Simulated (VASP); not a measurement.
Method: revPBE GGA, VASP's PBE PAW potentials (set 64) (plane waves; VASP).

A VASP calculation is set up with these files.

### KPOINTS
```
Automatic mesh
0
Gamma
8 8 8
0 0 0
```

**POSCAR**
```
Cs
1.0
 -3.1195809406   3.1195809406   3.1195809406
  3.1195809406  -3.1195809406   3.1195809406
  3.1195809406   3.1195809406  -3.1195809406
Cs
1
Cartesian
  0.0000000000   0.0000000000   0.0000000000
```

### INCAR
```
# general
SYSTEM  = Cs
PREC    = Accurate
ENCUT   = 520
LREAL   = .FALSE.   # projection in real space or not
LASPH   = .TRUE.

# electronic loop
EDIFF   = 1E-7   # SCF stop (eV)
NELM    = 100
ALGO    = Normal   # blocked Davidson
LMAXMIX = 4   # l cut-off of mixed one-centre charges

# smearing
ISMEAR  = 1
SIGMA   = 0.1

# functional
GGA     = RE   # revPBE

# ions
ISIF    = 2   # forces and stress, cell fixed

# output
LWAVE   = .FALSE.
LCHARG  = .FALSE.
```

POTCAR, in this order: Cs_sv (PBE.64 set). Program: vasp_std.

Output of the run:

File OSZICAR:
```
       N       E                     dE             d eps       ncg     rms          rms(c)
DAV:   1     0.545844275454E+02    0.54584E+02   -0.28489E+03   464   0.764E+02
DAV:   2     0.422963373986E+01   -0.50355E+02   -0.49967E+02   608   0.125E+02
DAV:   3    -0.673936593980E+00   -0.49036E+01   -0.49017E+01   480   0.476E+01
DAV:   4    -0.737883765503E+00   -0.63947E-01   -0.63945E-01   840   0.639E+00
DAV:   5    -0.737937687768E+00   -0.53922E-04   -0.53922E-04   600   0.124E-01    0.159E-01
DAV:   6    -0.741086631027E+00   -0.31489E-02   -0.18150E-03   744   0.265E-01    0.112E-01
DAV:   7    -0.744457778356E+00   -0.33711E-02   -0.65905E-03   520   0.539E-01    0.329E-02
DAV:   8    -0.744550331518E+00   -0.92553E-04   -0.18934E-04   784   0.106E-01    0.520E-03
DAV:   9    -0.744553328068E+00   -0.29965E-05   -0.37981E-06   672   0.135E-02    0.289E-03
DAV:  10    -0.744553915176E+00   -0.58711E-06   -0.29954E-06   696   0.116E-02    0.568E-04
DAV:  11    -0.744554000129E+00   -0.84952E-07   -0.31315E-07   672   0.373E-03
   1 F= -.74455400E+00 E0= -.74363104E+00  d E =-.276889E-02
```

**OUTCAR**
```
------------------------ aborting loop because EDIFF is reached ----------------------------------------
  FORCE on cell =-STRESS in cart. coord.  units (eV):
  Direction    XX          YY          ZZ          XY          YZ          ZX
  --------------------------------------------------------------------------------------
  Total        0.0855324      0.0855324      0.0855324     -0.0000000      0.0000000     -0.0000000
  in kB        1.1284759      1.1284759      1.1284759     -0.0000000      0.0000000     -0.0000000
  external PRESSURE =       1.1284759 kB  Pullay stress =       0.0000000 kB
  volume of cell :      121.44
      direct lattice vectors                 reciprocal lattice vectors
    -3.119580941  3.119580941  3.119580941     0.000000000  0.160277938  0.160277938
     3.119580941 -3.119580941  3.119580941     0.160277938  0.000000000  0.160277938
     3.119580941  3.119580941 -3.119580941     0.160277938  0.160277938  0.000000000
 POSITION                                       TOTAL-FORCE (eV/Angst)
 -----------------------------------------------------------------------------------
      0.00000      0.00000      0.00000         0.000000      0.000000      0.000000
 -----------------------------------------------------------------------------------
    total drift:                                0.000000     -0.000000     -0.000000
  FREE ENERGIE OF THE ION-ELECTRON SYSTEM (eV)
  ---------------------------------------------------
  free  energy   TOTEN  =        -0.7445540001 eV

  energy  without entropy=       -0.7417851109  energy(sigma->0) =       -0.74363104
```
(Selected blocks of OUTCAR.)

The compound is Cs in the bcc structure. This cell is one point of a volume scan, at 0.94 of the reference volume.
